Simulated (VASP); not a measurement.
## SiC (Moissanite): accuracy against cost in the number of MPI ranks and plane-wave cutoff

Aim: find what the number of MPI ranks and plane-wave cutoff change for SiC (Moissanite), and what they cost. The series runs use r2SCAN. The number of MPI ranks tried: 1 ranks; 2 ranks; 4 ranks; 8 ranks. The plane-wave cutoff tried: ENCUT = 240; ENCUT = 300; ENCUT = 360; ENCUT = 400; ENCUT = 460; ENCUT = 520; ENCUT = 640; ENCUT = 800. The start is a cell from a database of measured crystal structures.

Main program and level: VASP 6.6.1; r2SCAN; plane waves and PAW (Si, C).

Report form: the programs' logs are mostly left out.

### Step 1. Starting point

It takes space group P6_3mc (No. 186, hexagonal). Conventional cell: a = 3.081 Å, b = 3.081 Å, c = 15.125 Å, α = 90.00°, β = 90.00°, γ = 120.00°. Nearest to Si lie 4 C at 1.88 to 1.90 Å. Si has 4 C at 1.89 Å nearest. Nearest to Si lie 4 C at 1.89 Å. C has 4 Si at 1.88 to 1.89 Å nearest. Nearest to C lie 4 Si at 1.89 Å. Nearest to C lie 4 Si at 1.89 to 1.90 Å. Farther neighbours are not listed.

### Step 2. Number of MPI ranks: 1 ranks

The same run on more MPI ranks shows how well it scales. r2SCAN adds the kinetic-energy density, costs more than a GGA and is run with LASPH.

Input file INCAR:

```
SYSTEM = SiC
PREC = Accurate
ENCUT = 520
EDIFF = 1E-06
NELM = 100
ISMEAR = -1
SIGMA = 0.05
LREAL = .FALSE.
ALGO = Normal
METAGGA = R2SCAN
LASPH = .TRUE.
NBANDS = 36
LORBIT = 11
LWAVE = .FALSE.
LCHARG = .FALSE.
ISIF = 2
```

Input file POSCAR:

```
SiC
1.0
    3.0810000000      0.0000000000      0.0000000000
   -1.5405000000      2.6682242691      0.0000000000
    0.0000000000      0.0000000000     15.1248000000
Si C
6 6
Direct
    0.0000000000      0.0000000000      0.0000000000
    0.0000000000      0.0000000000      0.5000000000
    0.3333333333      0.6666666667      0.1664000000
    0.6666666667      0.3333333333      0.6664000000
    0.6666666667      0.3333333333      0.3329000000
    0.3333333333      0.6666666667      0.8329000000
    0.3333333333      0.6666666667      0.0412000000
    0.6666666667      0.3333333333      0.5412000000
    0.6666666667      0.3333333333      0.2080000000
    0.3333333333      0.6666666667      0.7080000000
    0.0000000000      0.0000000000      0.3746000000
    0.0000000000      0.0000000000      0.8746000000
```

Input file KPOINTS:

```
Automatic mesh
0
Gamma
8 8 2
0 0 0
```

The projector-augmented-wave data sets are Si and C (PBE family, release 64).

Launch:

```console
mpirun -np 1 vasp_std
```

The job ended after 1.9 min (1 MPI rank of Intel Xeon 6975P-C (Granite Rapids), shared host; peak memory 0.27 GiB).

The gap is read on the k-mesh alone, so it is an upper bound where the band edges lie off the mesh. The PAW data sets were made with PBE, which is usual practice but a small mismatch for other functionals.

Numbers from this step:

```yaml
electronic_steps: 12
electrons: 48
bands: 36
irreducible_k_points: 20
symmetry_operations: 12
free_energy_toten: -115.9584 eV
fermi_energy: 9.097 eV
pressure: -0.8068 GPa
metallic: no
valence_top_at_k: 0, 0, 0
conduction_bottom_at_k: 0.5, 0, 0
least_direct_gap_at_k: 0.5, 0, 0
gap_on_the_k_mesh: 2.387 eV
least_direct_gap_on_the_k_mesh: 3.548 eV
```

The series starts at -9.6632 eV an atom and -0.81 GPa, after 12 cycles in 1.9 min.

### Step 3. Number of MPI ranks: 2 ranks

Changes to INCAR since step 2:

```diff
@@ -15,2 +15,3 @@
 LCHARG = .FALSE.
+KPAR = 2
 ISIF = 2
```

POSCAR is that of step 2.

KPOINTS is that of step 2.

Launch:

```console
mpirun -np 2 vasp_std
```

Run time: 55 s. Hardware: 2 MPI ranks; peak memory 0.51 GiB; 1.8 min of CPU time.

Against the first of the series the energy stays within 0.01 meV an atom and the pressure within 0.01 GPa, after 12 cycles in 55 s.

### Step 4. Number of MPI ranks: 4 ranks

Changes to INCAR since step 3:

```diff
@@ -15,3 +15,3 @@
 LCHARG = .FALSE.
-KPAR = 2
+KPAR = 4
 ISIF = 2
```

POSCAR is that of step 3.

KPOINTS is that of step 3.

Launch:

```console
mpirun -np 4 vasp_std
```

Run time: 31 s. Hardware: 4 MPI ranks; peak memory 1.1 GiB; 2 min of CPU time.

Against the first of the series the energy stays within 0.01 meV an atom and the pressure within 0.01 GPa, after 12 cycles in 31 s.

### Step 5. Number of MPI ranks: 8 ranks

Changes to INCAR since step 4:

```diff
@@ -15,3 +15,3 @@
 LCHARG = .FALSE.
-KPAR = 4
+KPAR = 8
 ISIF = 2
```

POSCAR is that of step 4.

KPOINTS is that of step 4.

Launch:

```console
mpirun -np 8 vasp_std
```

Elapsed: 31 s, on 8 MPI ranks; peak memory 2.3 GiB; 3.2 min of CPU time.

Against the first of the series the energy stays within 0.01 meV an atom and the pressure within 0.01 GPa, after 12 cycles in 31 s.

### Step 6. The number of MPI ranks series as a table

This step: convergence of r2SCAN results with the layout; plane waves and PAW (VASP 6.6.1).

This step runs nothing: it gathers the runs above.

Differences are taken from the run with 1 ranks. Results of the series, by row:

```tsv
setting	status	energy less the reference (meV/atom)	pressure (GPa)	largest force difference (meV/Å)	gap (eV)	SCF cycles	wall time (s)
1 ranks	converged	0	-0.8068	0	2.387	12	112
2 ranks	converged	0	-0.8068	0	2.387	12	55
4 ranks	converged	0	-0.8068	0	2.387	12	31
8 ranks	converged	0	-0.8068	0	2.387	12	31
```

### Step 7. Plane-wave cutoff: ENCUT = 240

This step: r2SCAN; plane waves and PAW (Si, C) (VASP 6.6.1).

The basis grows with ENCUT, and energy and stress both move with it.

Changes to INCAR since step 5:

```diff
@@ -2,3 +2,3 @@
 PREC = Accurate
-ENCUT = 520
+ENCUT = 240
 EDIFF = 1E-06
```

POSCAR is that of step 5.

KPOINTS is that of step 5.

Launch:

```console
mpirun -np 8 vasp_std
```

The job ended after 11 s (8 MPI ranks; peak memory 1.3 GiB).

This step gave:

* electronic steps: 14
* free energy (TOTEN): -116.4765 eV
* Fermi energy: 9.102 eV
* pressure: -17.73 GPa
* gap on the k-mesh: 2.345 eV
* least direct gap on the k-mesh: 3.502 eV

The series starts at -9.7064 eV an atom and -17.73 GPa, after 14 cycles in 11 s.

### Step 8. Plane-wave cutoff: ENCUT = 300

Changes to INCAR since step 7:

```diff
@@ -2,3 +2,3 @@
 PREC = Accurate
-ENCUT = 240
+ENCUT = 300
 EDIFF = 1E-06
```

POSCAR is that of step 7.

KPOINTS is that of step 7.

Launch:

```console
mpirun -np 8 vasp_std
```

It took 19 s on 8 MPI ranks; peak memory 1.4 GiB; 2 min of CPU time.

Against the run before the energy moves by +24.07 meV an atom and the pressure by +9.45 GPa, after 12 cycles in 19 s.

### Step 9. Plane-wave cutoff: ENCUT = 360

Changes to INCAR since step 8:

```diff
@@ -2,3 +2,3 @@
 PREC = Accurate
-ENCUT = 300
+ENCUT = 360
 EDIFF = 1E-06
```

POSCAR is that of step 8.

KPOINTS is that of step 8.

Launch:

```console
mpirun -np 8 vasp_std
```

It took 25 s on 8 MPI ranks; peak memory 1.7 GiB; 2.6 min of CPU time.

Against the run before the energy moves by +11.49 meV an atom and the pressure by +4.97 GPa, after 12 cycles in 25 s.

### Step 10. Plane-wave cutoff: ENCUT = 400

Changes to INCAR since step 9:

```diff
@@ -2,3 +2,3 @@
 PREC = Accurate
-ENCUT = 360
+ENCUT = 400
 EDIFF = 1E-06
```

POSCAR is that of step 9.

KPOINTS is that of step 9.

Launch:

```console
mpirun -np 8 vasp_std
```

Run time: 31 s. Hardware: 8 MPI ranks; peak memory 1.8 GiB.

Against the run before the energy moves by +3.41 meV an atom and the pressure by +1.54 GPa, after 13 cycles in 31 s.

### Step 11. Plane-wave cutoff: ENCUT = 460

Changes to INCAR since step 10:

```diff
@@ -2,3 +2,3 @@
 PREC = Accurate
-ENCUT = 400
+ENCUT = 460
 EDIFF = 1E-06
```

POSCAR is that of step 10.

KPOINTS is that of step 10.

Launch:

```console
mpirun -np 8 vasp_std
```

It took 29 s on 8 MPI ranks; peak memory 2.2 GiB.

Against the run before the energy moves by +3.01 meV an atom and the pressure by +0.92 GPa, after 12 cycles in 29 s.

### Step 12. Plane-wave cutoff: ENCUT = 520

Changes to INCAR since step 11:

```diff
@@ -2,3 +2,3 @@
 PREC = Accurate
-ENCUT = 460
+ENCUT = 520
 EDIFF = 1E-06
```

POSCAR is that of step 11.

KPOINTS is that of step 11.

Launch:

```console
mpirun -np 8 vasp_std
```

Elapsed: 29 s, on 8 MPI ranks; peak memory 2.3 GiB.

Against the run before the energy moves by +1.19 meV an atom and the pressure by +0.04 GPa, after 12 cycles in 29 s.

### Step 13. Plane-wave cutoff: ENCUT = 640

Changes to INCAR since step 12:

```diff
@@ -2,3 +2,3 @@
 PREC = Accurate
-ENCUT = 520
+ENCUT = 640
 EDIFF = 1E-06
```

POSCAR is that of step 12.

KPOINTS is that of step 12.

Launch:

```console
mpirun -np 8 vasp_std
```

The job ended after 60 s (8 MPI ranks; peak memory 2.9 GiB; 6.3 min of CPU time).

Against the run before the energy moves by -1.84 meV an atom and the pressure by -0.21 GPa, after 12 cycles in 60 s.

### Step 14. Plane-wave cutoff: ENCUT = 800

Changes to INCAR since step 13:

```diff
@@ -2,3 +2,3 @@
 PREC = Accurate
-ENCUT = 640
+ENCUT = 800
 EDIFF = 1E-06
```

POSCAR is that of step 13.

KPOINTS is that of step 13.

Launch:

```console
mpirun -np 8 vasp_std
```

The job ended after 63 s (8 MPI ranks; peak memory 3.3 GiB; 6.6 min of CPU time).

Against the run before the energy moves by -2.31 meV an atom and the pressure by +0.10 GPa, after 12 cycles in 63 s.

### Step 15. The plane-wave cutoff series as a table

This step: convergence of r2SCAN results with the cutoff; plane waves and PAW (VASP 6.6.1).

Derived from the runs above.

Differences are taken from the run with ENCUT = 800. Results of the series, by row:

```tsv
setting	status	energy less the reference (meV/atom)	pressure (GPa)	largest force difference (meV/Å)	gap (eV)	SCF cycles	wall time (s)
ENCUT = 240	converged	-39.02	-17.73	16.15	2.345	14	11.2
ENCUT = 300	converged	-14.95	-8.285	5.558	2.391	12	19
ENCUT = 360	converged	-3.46	-3.31	0.625	2.39	12	25
ENCUT = 400	converged	-0.04776	-1.771	1.007	2.382	13	31
ENCUT = 460	converged	2.961	-0.8514	0.695	2.387	12	29
ENCUT = 520	converged	4.153	-0.8068	0.336	2.387	12	29
ENCUT = 640	converged	2.312	-1.018	0.218	2.388	12	60
ENCUT = 800	converged	0	-0.9213	0	2.39	12	63
```

### Step 16. What came out

| Item | Value |
| --- | --- |
| wall time from fewest to most ranks | 1.9 min to 31 s |
| plane-wave cutoff from which the energy stays within 10 meV/atom of the reference | ENCUT = 360 |
| plane-wave cutoff from which the energy stays within 1 meV/atom of the reference | none before the reference itself |
| plane-wave cutoff from which the pressure stays within 0.2 GPa of the reference | ENCUT = 460 |
| spread of the pressure over the plane-wave cutoff | 16.9 GPa |
| spread of the energy over the plane-wave cutoff | 43.2 meV/atom |

**Reading.** On 8 ranks the run uses the cores at 45 % of the efficiency of 1. No run before the reference (ENCUT = 800) settles within 1 meV an atom of it; the nearest step is off by +2.3 meV an atom, -0.10 GPa, 0.2 meV/Å in forces. The pressure holds within 0.2 GPa from ENCUT = 460 on. These cutoffs are 0.6 to 2 times the default of the data sets, about 400 eV; at the default the run is off by -0.0 meV an atom, -0.85 GPa, 1.0 meV/Å in forces, and at 1.3 times by +4.2 meV an atom, +0.11 GPa, 0.3 meV/Å in forces. Energy differences between like cells converge faster than these totals. Differences are taken from the run with ENCUT = 800, which is itself not the exact limit. Going from 1 ranks to 8 ranks shortens the run by a factor of 3.6; on a shared host such times are rough. The runs at ENCUT = 240; ENCUT = 300; ENCUT = 360 are over 30 meV an atom or 2 GPa off and describe the material poorly.

[Lines on the potential files, build, host, timing and source positions are cut from VASP's logs without a mark.]

[Logs are printed without paths, hosts, clocks, repeated set-up lines and the standing remarks that a program may print on its own settings, such as how far it seeks lower states.]

[Hosts, paths, dates, database ids (printed as entryN), source tags and the programs' standing remarks are cut or masked in the printed files.]

[A measured line is paired with the nearest computed mode of its activity, which favours agreement.]
